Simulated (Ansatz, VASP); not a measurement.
**Two plane-wave programs on Ga2FeN2**

```
Ga Fe N
1.0
     4.73919    0.00000    0.00000
     0.00000    4.73919    0.00000
     0.00000    0.00000    4.80299
Ga Fe N
2 1 2
Direct
  0.00000 0.50000 0.50000
  0.50000 0.00000 0.50000
  0.00000 0.00000 0.50000
  0.00000 0.00000 0.88009
  0.00000 0.00000 0.11991
```

Alike in both runs: functional PBE; k mesh 8 × 8 × 6; occupations gaussian, width 0.1 eV; no spin polarisation.

Ansatz relaxed the structure, and its values are those at the end. VASP's run is a single point on that final structure, the one shown.

```csv
,VASP,Ansatz
version,VASP 6.6.1,Ansatz 0.2.0
potentials or method,"VASP PAW PBE potentials, release 64 (Ga_d, Fe, N)","scalar-relativistic, plane waves, PAW"
plane-wave cutoff (eV),520,420
valence electrons in the cell,44,52
```

VASP gave:

* gap on the k mesh at the Fermi level (eV): none
* pressure (GPa): -1.0
* rms of the force components (eV/Å): 0.244

Question: What did Ansatz give for the same quantities?

Answer: gap on the k mesh at the Fermi level (eV): none; pressure (GPa): -1.6; rms of the force components (eV/Å): 0.001.

A gap of «none» marks a metal or a gap that the smearing closes. One of these differences is far larger than is usual between the two programs; its cause wasn't traced. With one functional, cell and mesh, what is left measures potentials, basis and numerics. The two sets of potentials don't hold the same shells in valence.

Caveats: the standard files for N, O and F lose accuracy on very short bonds; the run has no spin polarisation, though such a crystal can be magnetic. Spin polarisation is off, so any magnetic state and its effect on volume and gap are missing.
